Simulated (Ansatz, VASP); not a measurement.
**Cross-check of ZrAlIn (ZrAlIn in the AlB2 type) between VASP and Ansatz**

Aim: how closely do two programs agree when they are given the same cell, functional and k mesh? The cell is generated by rule, not measured, and may not be a known phase. The cell is taken from a series of runs on this material, whose earlier steps may have relaxed, scaled, displaced or heated it; both programs get it as it stands.

Main program and level: Ansatz 0.2.0; plane waves, with VASP 6.6.1 beside it; relaxation of cell and atoms at PBEsol and zone-centre phonons at PBEsol.

The structure was built from a prototype and need not be the compound's stable phase.

**1. Starting point**

It takes space group P-6m2 (No. 187, hexagonal). Conventional cell: a = 4.627 Å, b = 4.627 Å, c = 3.184 Å, α = 90.00°, β = 90.00°, γ = 120.00°. Nearest to Zr lie 6 Al at 3.11 Å and 6 In at 3.11 Å and 2 Zr at 3.18 Å. Nearest to Al lie 3 In at 2.67 Å and 6 Zr at 3.11 Å. In has 3 Al at 2.67 Å and 6 Zr at 3.11 Å nearest. Farther neighbours are not listed.

Structure file:

```xyz
3
Lattice="4.6271 0.0000 0.0000 -2.3135 4.0072 0.0000 0.0000 0.0000 3.1839" Properties=species:S:1:pos:R:3 pbc="T T T"
Zr    0.0000    0.0000    0.0000
Al    0.0000    2.6715    1.5919
In    2.3135    1.3357    1.5919
```

**2. VASP: relaxation of cell and atoms, PBEsol, pair 1**

The relaxed volume is the usual yardstick between codes: in a stiff, nearly cubic crystal its relative difference is about their pressure difference at one cell divided by the bulk modulus.

Lines of VASP's logs that name or quote its potential files are left out, and so is its time.

Input file INCAR:

```
SYSTEM = ZrAlIn
PREC = Accurate
ENCUT = 500
EDIFF = 1E-07
NELM = 120
ISMEAR = 1
SIGMA = 0.2
LREAL = .FALSE.
ALGO = Normal
GGA = PS
NBANDS = 20
LASPH = .TRUE.
LORBIT = 11
LWAVE = .FALSE.
LCHARG = .FALSE.
ISIF = 3
IBRION = 2
NSW = 80
EDIFFG = -0.005
GGA_COMPAT = .FALSE.
NELMIN = 4
KPAR = 2
```

Input file POSCAR:

```
ZrAlIn
1.0
    4.6270900000      0.0000000000      0.0000000000
   -2.3135450000      4.0071770000      0.0000000000
    0.0000000000      0.0000000000      3.1838650000
Zr Al In
1 1 1
Direct
    0.0000000000      0.0000000000      0.0000000000
    0.3333333333      0.6666666667      0.5000000000
    0.6666666667      0.3333333333      0.5000000000
```

Input file KPOINTS:

```
Automatic mesh
0
Gamma
6 6 8
0 0 0
```

PAW data sets: Zr_sv, Al and In_d (PBE family, release 64).

Started as:

```console
$ mpirun -np 2 vasp_std
```

Numbers of over 12 decimals in the logs are rounded to 6 here.

Output:

```text
[banner, memory and clock lines left out]
running    2 mpi-ranks, on    1 nodes
 distrk:  each k-point on    1 cores,    2 groups
 distr:  one band on    1 cores,    1 groups

 POSCAR found type information on POSCAR ZrAlIn
 POSCAR found :  3 types and       3 ions
|                                                                             |
|               ----> ADVICE to this user running VASP <----                  |
|                                                                             |
|     You enforced a specific xc type in the INCAR file but a different       |
|     [... a line on the potential file left out ...]
|     I HOPE YOU KNOW WHAT YOU ARE DOING!                                     |
|                                                                             |

 LDA part: xc-table for (Slater+PW92), standard interpolation
 POSCAR, INCAR and KPOINTS ok, starting setup
 FFT: planning ... GRIDC
 FFT: planning ... GRID_SOFT
 FFT: planning ... GRID
 WAVECAR not read
 entering main loop
       N       E                     dE             d eps       ncg     rms          rms(c)
DAV:   1     0.251983127322E+03    0.25198E+03   -0.13655E+04  1404   0.161E+03
DAV:   2     0.192992309216E+01   -0.25005E+03   -0.24271E+03  1448   0.419E+02
DAV:   3    -0.169043896688E+02   -0.18834E+02   -0.18319E+02  1852   0.117E+02
DAV:   4    -0.178167541163E+02   -0.91236E+00   -0.90796E+00  2380   0.202E+01
DAV:   5    -0.178359301556E+02   -0.19176E-01   -0.19165E-01  1788   0.262E+00    0.125E+01
DAV:   6    -0.170450601869E+02    0.79087E+00   -0.19365E+00  1616   0.113E+01    0.479E+00
DAV:   7    -0.169632280640E+02    0.81832E-01   -0.29351E-01  2312   0.510E+00    0.177E+00
DAV:   8    -0.169499820664E+02    0.13246E-01   -0.20127E-02  1904   0.100E+00    0.593E-01
DAV:   9    -0.169483273318E+02    0.16547E-02   -0.22900E-03  1828   0.461E-01    0.154E-01
DAV:  10    -0.169482829251E+02    0.44407E-04   -0.31023E-04  2256   0.143E-01    0.473E-02
DAV:  11    -0.169482763938E+02    0.65313E-05   -0.17636E-05  1908   0.479E-02    0.192E-02
DAV:  12    -0.169482754341E+02    0.95970E-06   -0.26799E-06  2092   0.128E-02    0.206E-03
DAV:  13    -0.169482755820E+02   -0.14788E-06   -0.94591E-08  1112   0.266E-03    0.100E-03
DAV:  14    -0.169482755259E+02    0.56071E-07   -0.17235E-08   976   0.131E-03
   1 F= -.16948276E+02 E0= -.16948160E+02  d E =-.169483E+02
 curvature:   0.00 expect dE= 0.000E+00 dE for cont linesearch  0.000E+00
 trial: gam= 0.00000 g(F)=  0.374E-45 g(S)=  0.525E-04 ort = 0.000E+00 (trialstep = 0.100E+01)
 search vector abs. value=  0.525E-04
 bond charge predicted
       N       E                     dE             d eps       ncg     rms          rms(c)
DAV:   1    -0.169484803271E+02   -0.20475E-03   -0.70076E-03  1476   0.714E-01    0.710E-02
DAV:   2    -0.169483607769E+02    0.11955E-03   -0.25381E-04  1720   0.128E-01    0.373E-02
DAV:   3    -0.169483197731E+02    0.41004E-04   -0.67752E-05  1776   0.651E-02    0.103E-02
DAV:   4    -0.169483184024E+02    0.13707E-05   -0.47259E-06  1984   0.157E-02    0.664E-03
DAV:   5    -0.169483183876E+02    0.14763E-07   -0.40454E-07  1712   0.581E-03
   2 F= -.16948318E+02 E0= -.16948164E+02  d E =-.428617E-04
 trial-energy change:   -0.000043  1 .order   -0.000043   -0.000053   -0.000034
 step:   2.8141(harm=  2.8141)  dis= 0.00000  next Energy=   -16.948349 (dE=-0.739E-04)
 bond charge predicted
       N       E                     dE             d eps       ncg     rms          rms(c)
DAV:   1    -0.169488802210E+02   -0.56182E-03   -0.23108E-02  1464   0.130E+00    0.129E-01
DAV:   2    -0.169484847070E+02    0.39551E-03   -0.84028E-04  1716   0.234E-01    0.676E-02
DAV:   3    -0.169483499741E+02    0.13473E-03   -0.22270E-04  1768   0.119E-01    0.189E-02
DAV:   4    -0.169483450957E+02    0.48784E-05   -0.16013E-05  2008   0.288E-02    0.121E-02
DAV:   5    -0.169483447912E+02    0.30446E-06   -0.14137E-06  2044   0.106E-02    0.507E-03
DAV:   6    -0.169483448464E+02   -0.55217E-07   -0.10712E-07  1060   0.321E-03
   3 F= -.16948345E+02 E0= -.16948123E+02  d E =-.693205E-04
 curvature:  -1.41 expect dE=-0.239E-05 dE for cont linesearch -0.336E-06
 trial: gam= 0.00000 g(F)=  0.698E-45 g(S)=  0.170E-05 ort =-0.354E-05 (trialstep = 0.136E+01)
 search vector abs. value=  0.170E-05
 reached required accuracy - stopping structural energy minimisation
```

Parts of OUTCAR (step 2):

```text
ion  position               nearest neighbor table
   1  0.000  0.000  0.000-   2 3.11   2 3.11   3 3.11   3 3.11   2 3.11   3 3.11   2 3.11   3 3.11
                             3 3.11   3 3.11   2 3.11   2 3.11
   2  0.333  0.667  0.500-   3 2.67   3 2.67   3 2.67   1 3.11   1 3.11   1 3.11   1 3.11   1 3.11
                             1 3.11
   3  0.667  0.333  0.500-   2 2.67   2 2.67   2 2.67   1 3.11   1 3.11   1 3.11   1 3.11   1 3.11
                             1 3.11

  LATTYP: Found a hexagonal cell.
 ALAT       =     4.6270900000
 C/A-ratio  =     0.6880922999

 Subroutine GETGRP returns: Found 12 space group operations
 (whereof 12 operations were pure point group operations)

The static configuration has the point symmetry D_3h.

 Found     35 irreducible k-points:

   k-points           NKPTS =     35   k-points in BZ     NKDIM =     35   number of bands    NBANDS=     20

   dimension x,y,z NGX =    36 NGY =   36 NGZ =   24
   dimension x,y,z NGXF=    72 NGYF=   72 NGZF=   48

   ENCUT  =  500.0 eV  36.75 Ry    6.06 a.u.   8.44  8.44  5.80*2*pi/ulx,y,z

   NELECT =      28.0000    total number of electrons

 k-points in reciprocal lattice and weights: Automatic mesh
   0.00000000  0.00000000  0.00000000       0.003
   0.16666667  0.00000000  0.00000000       0.021
   0.33333333  0.00000000  0.00000000       0.021
   0.50000000  0.00000000  0.00000000       0.010
   0.16666667  0.16666667  0.00000000       0.021
   0.33333333  0.16666667  0.00000000       0.042
   0.33333333  0.33333333  0.00000000       0.007
   0.00000000  0.00000000  0.12500000       0.007
   0.16666667  0.00000000  0.12500000       0.042
[...]
0.33333333  0.16666667  0.50000000       0.042
   0.33333333  0.33333333  0.50000000       0.007

 average (electrostatic) potential at core
       1 -74.1926       2 -70.7512       3 -91.7262

 E-fermi :   9.6376

 k-point     1 :       0.0000    0.0000    0.0000
  band No.  band energies     occupation
    ...
     10      -0.4897      2.00000
     11       6.4483      2.00000
     12       6.4483      2.00000
     13       8.0118      2.00000
     14       8.6923      2.00000
     15      11.0681     -0.00000
     16      11.0681     -0.00000
     17      12.0173     -0.00000
     18      12.0173     -0.00000
     19      13.9067      0.00000
    ...

 k-point     2 :       0.1667    0.0000    0.0000
  band No.  band energies     occupation
    ...
      9      -5.0828      2.00000
     10      -0.1968      2.00000
     11       5.2740      2.00000
     12       6.5535      2.00000
     13       7.8688      2.00000
     14       9.9884     -0.03251
     15      10.5601     -0.00000
     16      10.7045     -0.00000
     17      11.6484     -0.00000
     18      12.0002     -0.00000
    ...

 k-point     3 :       0.3333    0.0000    0.0000
  band No.  band energies     occupation
    ...
      9      -5.0817      2.00000
     10       0.6354      2.00000
     11       3.6460      2.00000
     12       6.7937      2.00000
     13       7.3286      2.00000
     14       9.7328      0.28650
     15      10.0928     -0.00594
     16      11.2210     -0.00000
     17      11.9667     -0.00000
     18      12.6425     -0.00000
    ...

  Total        0.0043021      0.0043021      0.0082964      0.0000000      0.0000000      0.0000000
  in kB        0.1167924      0.1167924      0.2252268      0.0000000      0.0000000      0.0000000
  external PRESSURE =       0.1529372 kB  Pullay stress =       0.0000000 kB

  energy-cutoff  :      500.00
  volume of cell :       59.02
      direct lattice vectors                 reciprocal lattice vectors
     4.631541390  0.000000000 -0.000000000     0.215910842  0.124656198 -0.000000000
    -2.315770695  4.011032015  0.000000000    -0.000000000  0.249312395 -0.000000000
     0.000000000  0.000000000  3.176861613     0.000000000  0.000000000  0.314776066

 POSITION                                       TOTAL-FORCE (eV/Angst)
 -----------------------------------------------------------------------------------
      0.00000      0.00000     -0.00000        -0.000000     -0.000000     -0.000000
     -0.00000      2.67402      1.58843         0.000000     -0.000000     -0.000000
      2.31577      1.33701      1.58843         0.000000      0.000000      0.000000
 -----------------------------------------------------------------------------------
    total drift:                                0.000000     -0.000000      0.000000

  FREE ENERGIE OF THE ION-ELECTRON SYSTEM (eV)
  ---------------------------------------------------
  free  energy   TOTEN  =       -16.9483448464 eV

  energy  without entropy=      -16.9476808016  energy(sigma->0) =      -16.94812350

 reached required accuracy - stopping structural energy minimisation

 total charge
# of ion       s       p       d       tot
------------------------------------------
    1        2.158   5.953   1.700   9.811
    2        0.401   0.385   0.000   0.786
    3        0.868   0.936   9.867  11.671
--------------------------------------------------
tot          3.427   7.274  11.567  22.269

[... 3 further parts left out ...]
```

CONTCAR:

```
ZrAlIn
   1.00000000000000
     4.6315413897670616    0.0000000000000000   -0.0000000000000000
    -2.3157706948835308    4.0110320152189489    0.0000000000000000
     0.0000000000000000    0.0000000000000000    3.1768616125092772
  Zr              Al              In
     1     1     1
Direct
     0.0000000000000000    0.0000000000000000    0.0000000000000000
     0.3333333332999970    0.6666666667000030    0.5000000000000000
     0.6666666667000030    0.3333333332999970    0.5000000000000000
```

The k-mesh is coarse for a metal. The run keeps the 12 symmetry operations of its start, so it cannot find a distortion of lower symmetry.

**3. Ansatz: relaxation of cell and atoms, PBEsol, pair 1**

Ansatz runs on its PAW soft_1 files.

The same cell, functional, mesh and smearing now go to Ansatz, which takes its cutoff from its data sets.

Input file input.yaml:

```yaml
crystal:
  lattice:
    - [4.6270899613, 0.0, 0.0]
    - [-2.3135449807, 4.0071774521, 0.0]
    - [0.0, 0.0, 3.1838648509]
  atoms:
    - { symbol: Zr, position: [0.0, 0.0, 0.0] }
    - { symbol: Al, position: [0.3333333333, 0.6666666667, 0.5] }
    - { symbol: In, position: [0.6666666667, 0.3333333333, 0.5] }
kpoints:
  mp_grid: { grid: [6, 6, 8] }
hamiltonian:
  xc: pbesol
  pseudopotentials: { kind: paw, azcp: { folder: soft_1 }, xc_functional: pbe }
scf:
  occupations: { method: methfessel_paxton, width: 0.2 }
output:
  forces: true
  stress: true
  eigenvalues: true
relax:
  adjacent_minimum: "off"
  f_tol: 0.001
  max_steps: 60
  cell: { stress_tol: 0.01 }
```

Started as:

```console
$ ansatz run input.yaml --threads 4 --pin off --max-ram 12288MiB --backend cpu --events-out ev --progress --plain --runs-dir out
```

Output:

```text
Engine: ansatz 0.2.0, x86_64-unknown-linux-gnu
Pseudopotentials: kind: paw
Pseudopotential: Zr, paw, valence charge 12, recommended cutoff 420 eV (normal), soft_1/Zr.paw.azcp
Pseudopotential: Al, paw, valence charge 3, recommended cutoff 420 eV (normal), soft_1/Al.paw.azcp
Pseudopotential: In, paw, valence charge 13, recommended cutoff 420 eV (normal), soft_1/In.paw.azcp
Functional definition: PBEsol
  exchange = pbesol_x
  correlation = pbesol_c
Crystal: 3 atoms, lattice volume = 59.034 Å³
Basis set: ecut = 420 eV, 1169 PW (Γ), exchange–correlation on 64×64×48 points (8 copies of the dense FFT grid, shifted against one another)
Bands: 18, of which v1, the nominal top of the filled ones, is band 14 counted from 1 (13 counted from 0)
Symmetry: 12 space group operations
Space group: P-6m2 (ITA 187), of the structure as read, at distance tolerance 3.9e-5 Å
k-points: 35 of 288 (time reversal used)
Non-local potential: Zr, projectors of the file, l = 0: 3, l = 1: 2, l = 2: 2, l = 3: 1
Non-local potential: Al, projectors of the file, l = 0: 2, l = 1: 2, l = 2: 1
Non-local potential: In, projectors of the file, l = 0: 2, l = 1: 2, l = 2: 2, l = 3: 1
PAW form: soft (Blöchl's): semilocal exchange-correlation on the pseudo side does not see the compensation charge
PAW frozen core: Zr, regenerated for the run's functional, and the local potential with it (the file was generated under x = pbe(κ = 0.804, μ = 0.219515), c = pbe(β = 0.066725))
PAW frozen core: Al, regenerated for the run's functional, and the local potential with it (the file was generated under x = pbe(κ = 0.804, μ = 0.219515), c = pbe(β = 0.066725))
PAW frozen core: In, regenerated for the run's functional, and the local potential with it (the file was generated under x = pbe(κ = 0.804, μ = 0.219515), c = pbe(β = 0.066725))
PAW one-centre angular grid: Zr, 590 points (default); XC on 64 Gauss nodes
PAW one-centre angular grid: Al, 110 points (default); XC on 64 Gauss nodes
PAW one-centre angular grid: In, 590 points (default); XC on 64 Gauss nodes
Initial density: superposition of atomic densities (chi_scale 0.1, normalization cell, long waves kept (reshape's long-wave potential 0.00 eV rms))
Initial wavefunctions: pseudopotential atomic-orbital guess
Functional: x = pbesol(κ = 0.804, μ = 0.123457), c = pbesol(β = 0.046)
SCF iter   1: F=—  HF=-10180.371139 eV  |F-HF|=—  |Δ(HF+E_count)|=         —  Δρ=4.49e-2  dr2=2.79e0  ethr=3.10e-3  ⟨swp⟩=5.1  Hψ=3128  notcnv=0
preconditioner: auto → none  [metal: Δε(μ)=0.019 eV  Ē_g=9.685 eV  σ=0.200 eV  W_gap=0.08  n_scr=8 (ndim 8)  ℏωp=21.6 eV  f_vac=0.000  D(μ)=2.28/eV (n_scr^D=20)  sad-step TF]
SCF iter   2: F=—  HF=-10179.767121 eV  |F-HF|=—  |Δ(HF+E_count)|=   6.04e-1  S|Δr|=    0.00e0  Δρ=2.67e-2  dr2=1.08e0  ethr=3.10e-3  ⟨swp⟩=2.0  Hψ=1400  notcnv=0
SCF iter   3: F=—  HF=-10179.486104 eV  |F-HF|=—  |Δ(HF+E_count)|=   2.81e-1  S|Δr|=    0.00e0  Δρ=7.66e-3  dr2=6.20e-2  ethr=3.10e-3  ⟨swp⟩=2.2  Hψ=975  notcnv=0
SCF iter   4: F=—  HF=-10179.469106 eV  |F-HF|=—  |Δ(HF+E_count)|=   1.70e-2  S|Δr|=    0.00e0  Δρ=1.74e-3  dr2=1.61e-3  ethr=2.22e-4  ⟨swp⟩=2.1  Hψ=1190  notcnv=0
SCF iter   5: F=—  HF=-10179.469264 eV  |F-HF|=—  |Δ(HF+E_count)|=   1.58e-4  S|Δr|=    0.00e0  Δρ=3.68e-4  dr2=1.33e-4  ethr=5.74e-6  ⟨swp⟩=2.2  Hψ=901  notcnv=0
SCF iter   6: F=—  HF=-10179.469254 eV  |F-HF|=—  |Δ(HF+E_count)|=   9.37e-6  S|Δr|=    0.00e0  Δρ=5.15e-5  dr2=1.13e-6  ethr=4.75e-7  ⟨swp⟩=2.1  Hψ=992  notcnv=0
SCF iter   7: F=—  HF=-10179.469253 eV  |F-HF|=—  |Δ(HF+E_count)|=   1.83e-6  S|Δr|=    0.00e0  Δρ=8.84e-6  dr2=3.11e-8  ethr=3.57e-10  ⟨swp⟩=7.2  Hψ=3304  notcnv=0
SCF iter   8: F=-10179.469253 eV  HF=-10179.469253 eV  |F-HF|=3.51e-9  |Δ(HF+E_count)|=   2.45e-8  S|Δr|=    0.00e0  Δρ=2.08e-6  dr2=3.59e-9  ethr=1.11e-10  ⟨swp⟩=2.0  Hψ=2384  notcnv=0
SCF 1 converged in 8 iterations: F = -10179.469253 eV  dr2 = 3.59e-9
  greatest PAW one-centre occupation: 0.995 electrons in one spin orbital (limit 2), on the Zr atom at site 0 (counted from 0), in its partial waves of l = 0
relax step   1: F+E_penalty+E_count = -10179.46925266 eV  Δ(F+E_penalty+E_count) = +0.000e0 eV  max|allowed force component| = 3.701e-17 eV/Å  Δτ_max = 0.0000 Å  P = -0.061 GPa  Ω = 59.034 Å³  (8 SCF iters, dr2 threshold 1.00e-7 eV, accepted)
[...]
relax step   2: F+E_penalty+E_count = -10179.46931480 eV  Δ(F+E_penalty+E_count) = -6.214e-5 eV  max|allowed force component| = 5.821e-17 eV/Å  Δτ_max = 0.0000 Å  P = +0.162 GPa  Ω = 58.903 Å³  energy of the carried Pulay correction = +1.466e-5 eV  (4 SCF iters, dr2 threshold 1.02e-7 eV, accepted)
[...]
relax step   3: F+E_penalty+E_count = -10179.46935170 eV  Δ(F+E_penalty+E_count) = -3.690e-5 eV  max|allowed force component| = 5.011e-17 eV/Å  Δτ_max = 0.0000 Å  P = +0.007 GPa  Ω = 58.991 Å³  energy of the carried Pulay correction = +4.927e-6 eV  (3 SCF iters, dr2 threshold 6.97e-8 eV, accepted)
[...]
relax step   4: F+E_penalty+E_count = -10179.46934594 eV  Δ(F+E_penalty+E_count) = +5.755e-6 eV  max|allowed force component| = 5.011e-17 eV/Å  Δτ_max = 0.0000 Å  P = +0.006 GPa  Ω = 58.991 Å³  stress off target by 8.85e-3 GPa  SCF on the basis re-selected at this cell (its energy is not comparable with the rows above)  (5 SCF iters)
basis re-selected at this cell: Δ(F+E_penalty+E_count) = +5.755e-6 eV, ΔP = -0.000 GPa vs the last step (what re-selecting the basis moved, of the pressure what is left beyond the Pulay correction that the steps carried, after the strain that the cell walked since its last selection, with what the two solves' SCF thresholds leave and, on support functions, any second-order correction that the steps lacked; it is no m [...]
SCF converged after 5 iterations
Stability not checked: this state was not tested for a lower state beside it, because cold or Methfessel-Paxton smearing, or corrected tetrahedra, fill the levels in a way that the test cannot read (fill_not_monotonic; see scf.lower_state_search)
Free energy (F): -10179.469346 eV
Harris-Foulkes:  -10179.469346 eV  (|F-HF|=1.82e-12)
Internal energy: -10179.468652 eV  (E = F + TS)
E sigma→0 (E₀):  -10179.469173 eV
Entropy (-TS):   -0.000693 eV (-0.231 meV/atom)
Fermi energy:    12.807441 eV
--- Per-component energies (eV) ---
  E_band       = -89.252957
  E_kinetic    = 561.265548
  E_local      = -1749.472419  (includes V_loc(G=0)·N_el)
  E_nonlocal   = 414.295860
  E_hartree    = 682.571693
  E_xc         = -334.623739
  E_vxc        = -303.896021  (∫ρ·V_xc dr)
  E_paw        = -7504.701480  (= ΣΔE_a)
  E_vpaw       = -376.589427  (= ΣTr[D̂ρ^β])
  E_aug_tail   = 0.000096  (compensation charges beyond the density's cutoff)
  E_ewald      = -2249.224974
  E_core_change = 0.420764  (= ΣΔE_core)
  E_smearing   = -0.000693  (= −TS)
  E_closure    = 0.000000  (closes the sum)
  Σ components = -10179.469346   (vs F -10179.469346, Δ=0.00e0)
--- Forces (eV/Å), atoms counted from 1 ---
  atom   1  Zr    -0.00000000     0.00000000     0.00000000
  atom   2  Al    -0.00000000    -0.00000000    -0.00000000
  atom   3  In     0.00000000     0.00000000     0.00000000
  max |Σ_I F_I| component: 1.39e-17 eV/Å
--- Stress (GPa, compression-positive) ---
        0.008851      -0.000000       0.000000
       -0.000000       0.008851       0.000000
        0.000000       0.000000       0.001560
  P = ⅓ Tr σ = 0.0064 GPa (0.064 kbar)
--- Band table (eV; the first three rows and the last of 35) ---
  k-point 0: bands = [... 10 lower, 9.6191, 9.6191, 11.1814, 11.8638, 14.2374, 14.2374, 15.1874, 15.1874]
  k-point 1: bands = [... 10 lower, 9.8533, 9.8533, 11.3912, 12.0874, 13.2706, 13.2706, 15.4833, 16.2417]
  k-point 2: bands = [... 10 lower, 10.5311, 10.5311, 10.8933, 12.1922, 12.1922, 12.6926, 14.7702, 16.3134]
  k-point 34: bands = [... 10 lower, 7.4658, 9.8870, 10.1792, 10.7443, 13.1824, 14.5867, 14.7826, 15.1496]
--- Relaxed structure (3 steps of the walk, 3 accepted, 1 SCFs on fresh bases) ---
  F+E_penalty+E_count = -10179.46934594 eV   max|allowed force component| = 5.011e-17 eV/Å   (the final SCF, on the basis selected at the relaxed cell)
  cell:  # Å, volume = 58.9914 Å³
    - [4.630920, 2.8891406692444953e-11, -1.321020225201022e-19]
    - [-2.315460, 4.010494, 0]
    - [0, 0, 3.176317]
  atoms:
    - { symbol: Zr, position: [0, 0, 0] }
    - { symbol: Al, position: [0.333333, 0.666667, 0.5] }
    - { symbol: In, position: [0.666667, 0.333333, 0.5] }
```

(Continued in part 2 of 2.)

[Lines on the potential files, build, host, timing and source positions are cut from VASP's logs without a mark.]

[Logs are printed without paths, hosts, clocks, repeated set-up lines and the standing remarks that a program may print on its own settings, such as how far it seeks lower states.]

[Hosts, paths, dates, database ids (printed as entryN), source tags and the programs' standing remarks are cut or masked in the printed files.]
